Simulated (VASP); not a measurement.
Here is the system:

```
Zr
1.0
    1.61205    -2.79215     0.00000
    1.61205     2.79215     0.00000
    0.00000     0.00000     5.18418
Zr
2
Direct
  0.33333   0.66667   0.25000
  0.66667   0.33333   0.75000
```

Computed with PW91 GGA, VASP's PBE PAW potentials (set 64) (plane waves; VASP). Run with 520 eV cut-off, Gaussian smearing of 0.050 eV, potentials Zr_sv.

Give the energies of bands 9 to 15 at the high-symmetry points, in eV from the Fermi level.

```
band      Γ      M      K      A      L      H
----  -----  -----  -----  -----  -----  -----
9     -5.64  -2.58  -2.10  -3.96  -2.88  -1.46
10    -3.05  -2.52  -1.35  -3.96  -2.88  -1.46
11     0.83  -2.17  -1.35  -0.03  -1.11  -1.28
12     0.83  -0.18  -1.12  -0.03  -1.11  -1.28
13     0.88   0.55   0.21   0.75   1.64  -0.05
14     1.11   0.70   0.21   0.75   1.64  -0.05
15     1.50   1.37   1.73   0.75   2.19   1.97
```

It has no gap at this level: it comes out as a metal or semimetal.

The compound is Zr in the hcp structure. It was relaxed first.
